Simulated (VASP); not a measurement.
Runs of VASP 6.6.1 on NiMoIrPdW. The structure is trigonal, space group P3m1 (No. 156). The conventional cell has a = 2.761 Å, b = 2.761 Å, c = 11.341 Å, α = 90.00°, β = 90.00°, γ = 120.00°. Around Ni (site symmetry 3m) lie 3 W at 2.59 Å and 3 Pd at 2.68 Å and 6 Ni at 2.76 Å. Mo (site symmetry 3m) has 3 Ir at 2.66 Å and 1 W at 2.66 Å and 6 Mo at 2.76 Å as nearest neighbours. Pd (site symmetry 3m) is surrounded by 3 Ni at 2.68 Å and 6 Pd at 2.76 Å and 3 Ir at 2.84 Å. Around Ir (site symmetry 3m) lie 3 Mo at 2.66 Å and 6 Ir at 2.76 Å and 3 Pd at 2.84 Å. Around W (site symmetry 3m) lie 3 Ni at 2.59 Å and 1 Mo at 2.66 Å and 6 W at 2.76 Å. The cell was built by a generator and needn't be a form met in nature.

| task | level | spin | cell | cutoff (eV) | gap on the mesh (eV) | pressure (GPa) | moment (μB) | relaxed volume (Å³/atom) | largest force (eV/Å) |
| --- | --- | --- | --- | --- | --- | --- | --- | --- | --- |
| band structure | PBE | collinear, ferromagnetic start, SOC | P3m1, 14.97 Å³/atom | 520 | - | (b) | (a) | - | 0.27 |
| relaxation of cell and atoms | rev-vdW-DF2 | collinear, ferromagnetic start | relaxed | 600 | none | -0.2 | 0.00 | 14.73 | 0.01 |
| band structure | vdW-DF-cx | collinear, ferromagnetic start | P3m1, 14.5 Å³/atom | 520 | - | - | 0.00 | - | - |
| band structure | PBE | collinear, ferromagnetic start | P3m1, 14.97 Å³/atom | 520 | - | 0.2 | 0.00 | - | 0.30 |
| electric field gradients | PBE | collinear, ferromagnetic start | P3m1, 14.97 Å³/atom | 520 | none | 0.2 | 0.00 | - | 0.30 |
| band structure | optB88-vdW | collinear, ferromagnetic start | P3m1, 14.98 Å³/atom | 520 | - | - | 0.00 | - | - |
| relaxation of cell and atoms | vdW-DF-cx | collinear, ferromagnetic start | relaxed | 600 | none | 0.1 | 0.00 | 14.50 | 0.01 |
| electrostatic potential | PBE | collinear, ferromagnetic start | P3m1, 14.97 Å³/atom | 520 | none | 0.2 | 0.00 | - | 0.30 |

Alike in all rows: potentials or basis VASP PAW PBE potentials, release 64 (Ni, Mo_sv, Pd, Ir, W_sv); k mesh 11 × 11 × 3; smearing fermi-dirac 0.05 eV.

Task: Fill in the values left out.

Result: (a) 0.02; (b) 0.6.

Caveats: the PAW data sets were made with another functional, which shifts forces and pressure a little (some runs); spin-orbit coupling is left out, which moves the levels of the heavy elements (some runs).

A k mesh can miss the band edges, and rows without SOC leave out spin-orbit coupling on Ir, Mo, Pd, W.

A gap of «none» marks a metal or a gap under the smearing width.
